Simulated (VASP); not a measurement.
Input for VASP

### INCAR
```
! general
SYSTEM =CuZn
PREC   =Accurate
ENCUT  =520   ! plane-wave cut-off (eV)
LREAL  =.FALSE.
LASPH  =.TRUE.   ! aspherical one-centre terms

! electronic loop
EDIFF  =1E-6   ! SCF stop (eV)
NELM   =100   ! most electronic steps
ALGO   =Normal
LMAXMIX=4   ! l cut-off of mixed one-centre charges

! smearing
ISMEAR =1   ! Methfessel-Paxton
SIGMA  =0.1

! functional
GGA    =RE

! ions
IBRION =2   ! conjugate gradients
NSW    =60
ISIF   =3
EDIFFG =-0.01   ! ionic stop

! output
LWAVE  =.FALSE.
LCHARG =.FALSE.
```

File KPOINTS:
```
Automatic mesh
0
Gamma
11 11 11
0 0 0
```

POSCAR:
```
CuZn
1.0
  2.9930522532   0.0000000000   0.0000000000
  0.0000000000   2.9930522532   0.0000000000
  0.0000000000   0.0000000000   2.9930522532
Zn Cu
1 1
direct
  0.5000000000   0.5000000000   0.5000000000
  0.0000000000   0.0000000000   0.0000000000
```

POTCAR, in this order: Zn Cu (PBE.64 set). Program: vasp_std.

**Question.** Translate this revPBE calculation to Ansatz.

**Answer.** One equivalent input (not run):
Ansatz 0.2 input:
```yaml
crystal:
  lattice:
    - [2.9930523, 0.0000000, 0.0000000]
    - [0.0000000, 2.9930523, 0.0000000]
    - [0.0000000, 0.0000000, 2.9930523]
  atoms:
    - { symbol: Zn, position: [0.5000000, 0.5000000, 0.5000000] }
    - { symbol: Cu, position: [0.0000000, 0.0000000, 0.0000000] }
kpoints:
  mp_grid: { grid: [11, 11, 11] }
hamiltonian:
  xc: revpbe
  pseudopotentials: { kind: paw }
scf:
  occupations: { method: methfessel_paxton, width: 0.1 }
  max_iter: 100
relax:
  max_steps: 60
  f_tol: 0.01
  cell: {}
output: { forces: true, stress: true, eigenvalues: true }
```
The two are equivalent in intent, not identical: each code has its own PAW files, so the cut-off isn't converted (ENCUT is set for VASP's; basis.ecutwfc is left out, and Ansatz then takes the one that its files recommend); Ansatz stops its SCF on the density residual and VASP on the energy change (EDIFF).

The compound is CuZn in the CsCl type structure. This run relaxes it. Symmetry was kept, so distortions that lower it aren't found. The start is the result of an earlier pass.
